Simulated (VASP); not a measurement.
## Lattice of Iridium, functional by functional

How much does the relaxed cell of Iridium depend on the functional? The starting structure is a measured crystal structure from the Crystallography Open Database. The first relaxation on each setting starts from this cell expanded by 3 % in volume.

Main program and level: VASP 6.6.1; Kohn-Sham DFT with plane waves and PAW; PBEsol, LDA, PBE, PBEsol + D3(BJ), r2SCAN, r2SCAN + rVV10, vdW-DF-cx and AM05.

### 1. Set-up

Symmetry: Fm-3m, No. 225, cubic system. The conventional cell has a = 3.839 Å, b = 3.839 Å, c = 3.839 Å, α = 90.00°, β = 90.00°, γ = 90.00°. Nearest to Ir lie 12 Ir at 2.71 Å.

### 2. Relaxation with PBEsol

PBEsol restores the gradient expansion of exchange and is tuned for the cells of solids. This run starts from the cell of an earlier relaxation, which isn't shown; the restart sets up the plane waves anew.

Input file INCAR:

```
SYSTEM = Ir
PREC = Accurate
ENCUT = 450
EDIFF = 1E-06
NELM = 100
ISMEAR = 1
SIGMA = 0.15
LREAL = .FALSE.
ALGO = Normal
GGA = PS
NBANDS = 10
LORBIT = 11
LWAVE = .FALSE.
LCHARG = .FALSE.
KPAR = 4
IBRION = 2
NSW = 50
ISIF = 3
EDIFFG = -0.006
```

Input file POSCAR:

```
Ir
1.0
    0.0000000000      1.9164276116      1.9164276116
    1.9164276116      0.0000000000      1.9164276116
    1.9164276116      1.9164276116      0.0000000000
Ir
1
Direct
    0.0000000000      0.0000000000      0.0000000000
```

Input file KPOINTS:

```
Automatic mesh
0
Gamma
20 20 20
0 0 0
```

PAW data sets: Ir (PBE family, release 64).

Run with:

```bash
mpirun -np 4 vasp_std
```

What it wrote:

```text
[banner, memory and clock lines left out]
running    4 mpi-ranks, on    1 nodes
 distrk:  each k-point on    1 cores,    4 groups
 distr:  one band on    1 cores,    1 groups

 POSCAR found type information on POSCAR Ir
 POSCAR found :  1 types and       1 ions
|                                                                             |
|               ----> ADVICE to this user running VASP <----                  |
|                                                                             |
|     You enforced a specific xc type in the INCAR file but a different       |
|     [... a line on the potential file left out ...]
|     I HOPE YOU KNOW WHAT YOU ARE DOING!                                     |
|                                                                             |

 LDA part: xc-table for (Slater+PW92), standard interpolation
 POSCAR, INCAR and KPOINTS ok, starting setup
 FFT: planning ... GRIDC
 FFT: planning ... GRID_SOFT
 FFT: planning ... GRID
 WAVECAR not read
 entering main loop
       N       E                     dE             d eps       ncg     rms          rms(c)
DAV:   1     0.423694016988E+02    0.42369E+02   -0.39783E+03  5202   0.723E+02
DAV:   2    -0.965956693378E+01   -0.52029E+02   -0.49240E+02  5270   0.186E+02
DAV:   3    -0.104513396184E+02   -0.79177E+00   -0.79014E+00  5942   0.275E+01
DAV:   4    -0.104583573579E+02   -0.70177E-02   -0.70164E-02  5760   0.247E+00
DAV:   5    -0.104584978253E+02   -0.14047E-03   -0.14046E-03  5930   0.330E-01    0.159E+01
DAV:   6    -0.992649111901E+01    0.53201E+00   -0.93990E-01  5738   0.117E+01    0.627E+00
DAV:   7    -0.983034240420E+01    0.96149E-01   -0.28153E-01  6096   0.584E+00    0.146E+00
DAV:   8    -0.982785747662E+01    0.24849E-02   -0.20406E-03  5490   0.447E-01    0.116E+00
DAV:   9    -0.982314541791E+01    0.47121E-02   -0.23308E-03  5626   0.688E-01    0.333E-02
DAV:  10    -0.982313585061E+01    0.95673E-05   -0.14266E-05  7368   0.390E-02    0.167E-02
DAV:  11    -0.982313756453E+01   -0.17139E-05   -0.11422E-06  4878   0.669E-03    0.162E-03
DAV:  12    -0.982313758342E+01   -0.18888E-07   -0.26430E-08  2740   0.174E-03
   1 F= -.98231376E+01 E0= -.98236782E+01  d E =-.982314E+01
 curvature:   0.00 expect dE= 0.000E+00 dE for cont linesearch  0.000E+00
 trial: gam= 0.00000 g(F)=  0.322E-65 g(S)=  0.232E-06 ort = 0.000E+00 (trialstep = 0.100E+01)
 search vector abs. value=  0.232E-06
 reached required accuracy - stopping structural energy minimisation
```

Wall time 11 s (4 MPI ranks of AMD EPYC 7R43, shared host); peak memory 0.46 GiB; 41 s of CPU time.

The logs omit lines about the potential files and the build; timing stands in the text.

OUTCAR, selected parts (step 2):

```text
ion  position               nearest neighbor table
   1  0.000  0.000  0.000-

  LATTYP: Found a face centered cubic cell.
 ALAT       =     3.8328552232

 Subroutine GETGRP returns: Found 48 space group operations
 (whereof 48 operations were pure point group operations)

The static configuration has the point symmetry O_h .

 Found    256 irreducible k-points:

   k-points           NKPTS =    256   k-points in BZ     NKDIM =    256   number of bands    NBANDS=     10

   dimension x,y,z NGX =    20 NGY =   20 NGZ =   20
   dimension x,y,z NGXF=    40 NGYF=   40 NGZF=   40

   ENCUT  =  450.0 eV  33.07 Ry    5.75 a.u.   4.69  4.69  4.69*2*pi/ulx,y,z

   NELECT =       9.0000    total number of electrons

 k-points in reciprocal lattice and weights: Automatic mesh
   0.00000000  0.00000000  0.00000000       0.000
   0.05000000  0.00000000  0.00000000       0.001
   0.10000000  0.00000000  0.00000000       0.001
   0.15000000  0.00000000  0.00000000       0.001
   0.20000000  0.00000000  0.00000000       0.001
   0.25000000  0.00000000  0.00000000       0.001
   0.30000000  0.00000000  0.00000000       0.001
   0.35000000  0.00000000  0.00000000       0.001
   0.40000000  0.00000000  0.00000000       0.001
[...]
-0.30000000  0.50000000  0.20000000       0.002
  -0.25000000  0.50000000  0.25000000       0.001

 average (electrostatic) potential at core
       1 -48.5316

 E-fermi :  10.2803

 k-point     1 :       0.0000    0.0000    0.0000
  band No.  band energies     occupation
    ...
      2       6.3934      2.00000
      3       6.3934      2.00000
      4       6.3934      2.00000
      5       9.1386      2.00000
      6       9.1386      2.00000
      7      24.6434      0.00000
      8      30.2453      0.00000
      9      30.2453      0.00000
     10      30.2453      0.00000

 k-point     2 :       0.0500    0.0000    0.0000
  band No.  band energies     occupation
    ...
      2       6.3323      2.00000
      3       6.4428      2.00000
      4       6.4428      2.00000
      5       9.1059      2.00000
      6       9.1059      2.00000
      7      24.8393      0.00000
      8      29.6182      0.00000
      9      30.4307      0.00000
     10      30.4307      0.00000

 k-point     3 :       0.1000    0.0000    0.0000
  band No.  band energies     occupation
    ...
      2       6.1704      2.00000
      3       6.5763      2.00000
      4       6.5763      2.00000
      5       9.0289      2.00000
      6       9.0289      2.00000
      7      25.3878      0.00000
      8      28.3362      0.00000
      9      30.9728      0.00000
     10      30.9728      0.00000

  Total        0.0012664      0.0012664      0.0012664      0.0000000      0.0000000     -0.0000000
  in kB        0.1441372      0.1441372      0.1441372      0.0000000      0.0000000     -0.0000000
  external PRESSURE =       0.1441372 kB  Pullay stress =       0.0000000 kB

  energy-cutoff  :      450.00
  volume of cell :       14.08
      direct lattice vectors                 reciprocal lattice vectors
     0.000000000  1.916427612  1.916427612    -0.260902106  0.260902106  0.260902106
     1.916427612  0.000000000  1.916427612     0.260902106 -0.260902106  0.260902106
     1.916427612  1.916427612  0.000000000     0.260902106  0.260902106 -0.260902106

 POSITION                                       TOTAL-FORCE (eV/Angst)
 -----------------------------------------------------------------------------------
      0.00000      0.00000      0.00000        -0.000000     -0.000000      0.000000
 -----------------------------------------------------------------------------------
    total drift:                               -0.000000     -0.000000     -0.000000

  FREE ENERGIE OF THE ION-ELECTRON SYSTEM (eV)
  ---------------------------------------------------
  free  energy   TOTEN  =        -9.8231375834 eV

  energy  without entropy=       -9.8247594030  energy(sigma->0) =       -9.82367819

 reached required accuracy - stopping structural energy minimisation

 total charge
# of ion       s       p       d       tot
------------------------------------------
    1        0.675   0.749   6.977   8.401

[... 3 further parts left out ...]
```

CONTCAR:

```
Ir
   1.00000000000000
     0.0000000000000000    1.9164276116000001    1.9164276116000001
     1.9164276116000001    0.0000000000000000    1.9164276116000001
     1.9164276116000001    1.9164276116000001    0.0000000000000000
  Ir
     1
Direct
     0.0000000000000000    0.0000000000000000    0.0000000000000000
```

This run has no spin polarisation. Its electron count is odd, so without a moment it is a metal by construction. The PAW data sets were made with PBE, which is usual practice but a small mismatch for other functionals. The run keeps the 48 symmetry operations of its start, so it cannot find a distortion of lower symmetry.

With PBEsol the relaxed cell holds 14.077 Å³ an atom, -0.51 % against the measured cell, with a = 3.833 Å.

### 3. Relaxation with LDA

LDA, the lowest rung, knows the local density alone. This run starts from the cell of an earlier relaxation, which isn't shown; the restart sets up the plane waves anew.

INCAR: that of step 2 with these lines changed.

```diff
@@ -9,3 +9,3 @@
 ALGO = Normal
-GGA = PS
+GGA = CA
 NBANDS = 10
```

Input file POSCAR:

```
Ir
1.0
    0.0000000000      1.9091749985      1.9091749985
    1.9091749985      0.0000000000      1.9091749985
    1.9091749985      1.9091749985      0.0000000000
Ir
1
Direct
    0.0000000000      0.0000000000      0.0000000000
```

KPOINTS is that of step 2.

The projector-augmented-wave data sets are Ir (LDA family, release 64).

Run with:

```bash
mpirun -np 4 vasp_std
```

What it wrote:

```text
[banner, memory and clock lines left out]
running    4 mpi-ranks, on    1 nodes
[...]
LDA part: xc-table for (Slater(with rela. corr.)+CA(PZ))
 , standard interpolation
 POSCAR, INCAR and KPOINTS ok, starting setup
[...]
entering main loop
       N       E                     dE             d eps       ncg     rms          rms(c)
DAV:   1     0.431215364138E+02    0.43122E+02   -0.40265E+03  5200   0.731E+02
DAV:   2    -0.101208872209E+02   -0.53242E+02   -0.50352E+02  5268   0.188E+02
DAV:   3    -0.109364741965E+02   -0.81559E+00   -0.81399E+00  6126   0.285E+01
DAV:   4    -0.109434374591E+02   -0.69633E-02   -0.69621E-02  5852   0.240E+00
[...]
DAV:   9    -0.103296324023E+02    0.45845E-02   -0.22435E-03  5688   0.701E-01    0.458E-02
DAV:  10    -0.103296183637E+02    0.14039E-04   -0.13526E-05  7410   0.389E-02    0.919E-03
DAV:  11    -0.103296190825E+02   -0.71889E-06   -0.13727E-06  5340   0.860E-03
   1 F= -.10329619E+02 E0= -.10330158E+02  d E =-.103296E+02
[...]
reached required accuracy - stopping structural energy minimisation
```

It took 10 s on 4 MPI ranks; peak memory 0.46 GiB.

OUTCAR, selected parts (step 3):

```text
  Total        0.0043133      0.0043133      0.0043133     -0.0000000     -0.0000000      0.0000000
  in kB        0.4965426      0.4965426      0.4965426     -0.0000000     -0.0000000      0.0000000
  external PRESSURE =       0.4965426 kB  Pullay stress =       0.0000000 kB

 POSITION                                       TOTAL-FORCE (eV/Angst)
 -----------------------------------------------------------------------------------
      0.00000      0.00000      0.00000         0.000000      0.000000      0.000000
 -----------------------------------------------------------------------------------
    total drift:                               -0.000000     -0.000000     -0.000000

  FREE ENERGIE OF THE ION-ELECTRON SYSTEM (eV)
  ---------------------------------------------------
  free  energy   TOTEN  =       -10.3296190825 eV

  energy  without entropy=      -10.3312343784  energy(sigma->0) =      -10.33015751

[... 2 parts as in an earlier step ...]

[... 2 further parts left out ...]
[key lines of the parts left out:]
E-fermi :  10.5432
```

With LDA the relaxed cell holds 13.918 Å³ an atom, -1.64 % against the measured cell, with a = 3.818 Å. That is -1.13 % from PBEsol.

### 4. Relaxation with PBE

PBE, the usual starting point, adds the gradient of the density.

INCAR: that of step 3 with these lines changed.

```diff
@@ -9,3 +9,3 @@
 ALGO = Normal
-GGA = CA
+GGA = PE
 NBANDS = 10
```

Input file POSCAR:

```
Ir
1.0
    0.0000000000      1.9387081669      1.9387081669
    1.9387081669      0.0000000000      1.9387081669
    1.9387081669      1.9387081669      0.0000000000
Ir
1
Direct
    0.0000000000      0.0000000000      0.0000000000
```

KPOINTS is that of step 3.

The projector-augmented-wave data sets are Ir (PBE family, release 64).

Run with:

```bash
mpirun -np 4 vasp_std
```

What it wrote:

```text
[banner, memory and clock lines left out]
running    4 mpi-ranks, on    1 nodes
[...]
LDA part: xc-table for (Slater+PW92), standard interpolation
 POSCAR, INCAR and KPOINTS ok, starting setup
[...]
entering main loop
       N       E                     dE             d eps       ncg     rms          rms(c)
DAV:   1     0.414219442637E+02    0.41422E+02   -0.40105E+03  5336   0.722E+02
DAV:   2    -0.863092586905E+01   -0.50053E+02   -0.46755E+02  5284   0.180E+02
DAV:   3    -0.941696873604E+01   -0.78604E+00   -0.78292E+00  6014   0.274E+01
DAV:   4    -0.942382893412E+01   -0.68602E-02   -0.68594E-02  5758   0.241E+00
[...]
DAV:  10    -0.885188479229E+01   -0.49980E-05   -0.11191E-05  6988   0.306E-02    0.252E-02
DAV:  11    -0.885188590825E+01   -0.11160E-05   -0.86320E-07  3938   0.105E-02    0.876E-04
DAV:  12    -0.885188587728E+01    0.30969E-07   -0.28917E-08  2722   0.187E-03
   1 F= -.88518859E+01 E0= -.88525023E+01  d E =-.885189E+01
[...]
DAV:   5    -0.884827447700E+01   -0.39391E-05   -0.37508E-06  6272   0.129E-02    0.387E-03
DAV:   6    -0.884827586531E+01   -0.13883E-05   -0.65883E-07  4066   0.504E-03    0.344E-04
DAV:   7    -0.884827585821E+01    0.71082E-08   -0.21793E-08  2634   0.130E-03
   2 F= -.88482759E+01 E0= -.88488611E+01  d E =0.361002E-02
 trial-energy change:    0.003610  1 .order    0.003701   -0.002753    0.010154
 step:   0.2205(harm=  0.2133)  dis= 0.00000  next Energy=    -8.852190 (dE=-0.304E-03)
[...]
N       E                     dE             d eps       ncg     rms          rms(c)
DAV:   1    -0.886435812606E+01   -0.16082E-01   -0.40436E-01  5566   0.900E+00    0.943E-01
DAV:   2    -0.885337600202E+01    0.10982E-01   -0.25722E-02  5620   0.194E+00    0.363E-01
DAV:   3    -0.885219466780E+01    0.11813E-02   -0.47127E-03  6250   0.734E-01    0.127E-01
DAV:   4    -0.885219341604E+01    0.12518E-05   -0.11220E-04  5954   0.962E-02    0.140E-02
DAV:   5    -0.885219556194E+01   -0.21459E-05   -0.33672E-06  6430   0.108E-02    0.349E-03
DAV:   6    -0.885219587772E+01   -0.31578E-06   -0.85999E-08  2696   0.237E-03
   3 F= -.88521959E+01 E0= -.88528054E+01  d E =-.310000E-03
[...]
reached required accuracy - stopping structural energy minimisation
```

The job ended after 21 s (4 MPI ranks; peak memory 0.53 GiB).

OUTCAR, selected parts (step 4):

```text
  Total        0.0007768      0.0007768      0.0007768      0.0000000      0.0000000      0.0000000
  in kB        0.0857710      0.0857710      0.0857710      0.0000000      0.0000000      0.0000000
  external PRESSURE =       0.0857710 kB  Pullay stress =       0.0000000 kB

  FREE ENERGIE OF THE ION-ELECTRON SYSTEM (eV)
  ---------------------------------------------------
  free  energy   TOTEN  =        -8.8521958777 eV

  energy  without entropy=       -8.8540245133  energy(sigma->0) =       -8.85280542

[... 3 parts as in an earlier step ...]

[... 2 further parts left out ...]
[key lines of the parts left out:]
E-fermi :   9.9145
```

With PBE the relaxed cell holds 14.510 Å³ an atom, +2.55 % against the measured cell, with a = 3.872 Å. That is +3.07 % from PBEsol.

### 5. Relaxation with PBEsol + D3(BJ)

D3 with Becke-Johnson damping keeps a finite attraction at short range. This run starts from the cell of an earlier relaxation, which isn't shown; the restart sets up the plane waves anew.

INCAR: that of step 4 with these lines changed.

```diff
@@ -9,3 +9,4 @@
 ALGO = Normal
-GGA = PE
+GGA = PS
+IVDW = 12
 NBANDS = 10
```

Input file POSCAR:

```
Ir
1.0
    0.0000000000      1.9031314038      1.9031314038
    1.9031314038      0.0000000000      1.9031314038
    1.9031314038      1.9031314038      0.0000000000
Ir
1
Direct
    0.0000000000      0.0000000000      0.0000000000
```

KPOINTS is that of step 4.

Run with:

```bash
mpirun -np 4 vasp_std
```

What it wrote:

```text
[banner, memory and clock lines left out]
running    4 mpi-ranks, on    1 nodes
[...]
[... a notice as in an earlier step ...]

 LDA part: xc-table for (Slater+PW92), standard interpolation
 POSCAR, INCAR and KPOINTS ok, starting setup
[...]
entering main loop
       N       E                     dE             d eps       ncg     rms          rms(c)
DAV:   1     0.429415684805E+02    0.42942E+02   -0.40084E+03  5256   0.727E+02
DAV:   2    -0.966856486456E+01   -0.52610E+02   -0.49651E+02  5256   0.188E+02
DAV:   3    -0.104315588585E+02   -0.76299E+00   -0.76128E+00  5972   0.272E+01
DAV:   4    -0.104383658333E+02   -0.68070E-02   -0.68058E-02  5872   0.244E+00
[...]
DAV:  10    -0.981531484565E+01    0.11235E-04   -0.14768E-05  7380   0.395E-02    0.156E-02
DAV:  11    -0.981531662776E+01   -0.17821E-05   -0.12356E-06  4934   0.692E-03    0.153E-03
DAV:  12    -0.981531663414E+01   -0.63840E-08   -0.27808E-08  2734   0.178E-03
   1 F= -.10548938E+02 E0= -.10549448E+02  d E =-.105489E+02
[...]
reached required accuracy - stopping structural energy minimisation
```

Elapsed: 11 s, on 4 MPI ranks; peak memory 0.52 GiB; 41 s of CPU time.

Parts of OUTCAR (step 5):

```text
 Edisp (eV)   -0.73362

  Total       0.00240     0.00240     0.00240    -0.00000    -0.00000     0.00000
  in kB       0.27880     0.27880     0.27880    -0.00000    -0.00000     0.00000
  external pressure =        0.28 kB  Pullay stress =        0.00 kB

 POSITION                                       TOTAL-FORCE (eV/Angst)
 -----------------------------------------------------------------------------------
      0.00000      0.00000      0.00000         0.000000     -0.000000      0.000000
 -----------------------------------------------------------------------------------
    total drift:                               -0.000000     -0.000000     -0.000000

  FREE ENERGIE OF THE ION-ELECTRON SYSTEM (eV)
  ---------------------------------------------------
  free  energy   TOTEN  =       -10.5489383438 eV

  energy  without entropy=      -10.5504678846  energy(sigma->0) =      -10.54944819

[... 2 parts as in an earlier step ...]

[... 2 further parts left out ...]
[key lines of the parts left out:]
E-fermi :  10.6505
```

With PBEsol + D3(BJ) the relaxed cell holds 13.786 Å³ an atom, -2.57 % against the measured cell, with a = 3.806 Å. That is -2.07 % from PBEsol.

(Part 1 of 2 ends here.)

[Lines on the potential files, build, host, timing and source positions are cut from VASP's logs without a mark.]

[Logs are printed without paths, hosts, clocks, repeated set-up lines and the standing remarks that a program may print on its own settings, such as how far it seeks lower states.]

[Hosts, paths, dates, database ids (printed as entryN), source tags and the programs' standing remarks are cut or masked in the printed files.]
